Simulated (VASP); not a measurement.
Calculation: PBE GGA, VASP's PBE PAW potentials (set 64) (plane waves; VASP 6.6.1).

The input files of a VASP run:

**POSCAR**
```
Y
11.460
  0.1592495637  -0.2758283595   0.0000000000
  0.1592495637   0.2758283595   0.0000000000
  0.0000000000   0.0000000000   0.5000000000
Y
2
direct
  0.3333330000   0.6666670000   0.2500000000
  0.6666670000   0.3333330000   0.7500000000
```

KPOINTS:
```
Automatic mesh
0
Monkhorst-Pack
9 9 5
0 0 0
```

### INCAR
```
ALGO = Normal
EDIFF = 1E-6
ENCUT = 400
GGA = PE
ISIF = 2
ISMEAR = 1
LASPH = .TRUE.
LCHARG = .FALSE.
LMAXMIX = 4
LREAL = .FALSE.
LWAVE = .FALSE.
NELM = 100
PREC = Accurate
SIGMA = 0.1
SYSTEM = Y
```

POTCAR, in this order: Y_sv (PBE.64 set). Program: vasp_std.

Output

**OSZICAR**
```
       N       E                     dE             d eps       ncg     rms          rms(c)
DAV:   1     0.778013677975E+02    0.77801E+02   -0.10155E+04  1104   0.115E+03
DAV:   2    -0.627520862703E+01   -0.84077E+02   -0.83425E+02  1397   0.259E+02
DAV:   3    -0.131399497467E+02   -0.68647E+01   -0.68291E+01  2012   0.445E+01
DAV:   4    -0.132596086654E+02   -0.11966E+00   -0.11964E+00  1222   0.682E+00
DAV:   5    -0.132627764932E+02   -0.31678E-02   -0.31678E-02  1528   0.851E-01    0.329E+01
DAV:   6    -0.129292131595E+02    0.33356E+00   -0.44278E-01  1094   0.478E+00    0.203E+01
DAV:   7    -0.128723510391E+02    0.56862E-01   -0.85341E-01  1368   0.612E+00    0.177E+00
DAV:   8    -0.128628372121E+02    0.95138E-02   -0.17582E-01  1311   0.270E+00    0.126E+00
DAV:   9    -0.128617615905E+02    0.10756E-02   -0.34501E-03  1613   0.418E-01    0.309E-01
DAV:  10    -0.128618599852E+02   -0.98395E-04   -0.18662E-03  1129   0.448E-01    0.360E-01
DAV:  11    -0.128617970801E+02    0.62905E-04   -0.14597E-04  1320   0.119E-01    0.289E-02
DAV:  12    -0.128617938484E+02    0.32317E-05   -0.23461E-05  1297   0.484E-02    0.253E-02
DAV:  13    -0.128617950835E+02   -0.12351E-05   -0.61788E-06  1213   0.262E-02    0.174E-03
DAV:  14    -0.128617951906E+02   -0.10715E-06   -0.13621E-07   743   0.253E-03
   1 F= -.12861795E+02 E0= -.12861621E+02  d E =-.522508E-03
```

### OUTCAR
```
------------------------ aborting loop because EDIFF is reached ----------------------------------------
  FORCE on cell =-STRESS in cart. coord.  units (eV):
  Direction    XX          YY          ZZ          XY          YZ          ZX
  --------------------------------------------------------------------------------------
  Total       -0.0710211     -0.0710212     -0.3182786     -0.0000000      0.0000000      0.0000000
  in kB       -1.7211837     -1.7211840     -7.7134198     -0.0000000      0.0000000      0.0000000
  external PRESSURE =      -3.7185959 kB  Pullay stress =       0.0000000 kB
  volume of cell :       66.11
      direct lattice vectors                 reciprocal lattice vectors
     1.825000000 -3.160993000  0.000000000     0.273972603 -0.158178142  0.000000000
     1.825000000  3.160993000  0.000000000     0.273972603  0.158178142  0.000000000
     0.000000000  0.000000000  5.730000000     0.000000000  0.000000000  0.174520070
 POSITION                                       TOTAL-FORCE (eV/Angst)
 -----------------------------------------------------------------------------------
      1.82500      1.05367      1.43250        -0.000000      0.000000      0.000000
      1.82500     -1.05367      4.29750         0.000000     -0.000000      0.000000
 -----------------------------------------------------------------------------------
    total drift:                                0.000000      0.000520     -0.000011
  FREE ENERGIE OF THE ION-ELECTRON SYSTEM (eV)
  ---------------------------------------------------
  free  energy   TOTEN  =       -12.8617951906 eV

  energy  without entropy=      -12.8612726829  energy(sigma->0) =      -12.86162102
```
(Selected blocks of OUTCAR.)

The compound is Y in the hcp structure. The cell was not relaxed at this level. The run is one of a series of settings (KPOINTS 9×9×5 Monkhorst-Pack mesh against the base run), some of them coarse on purpose.
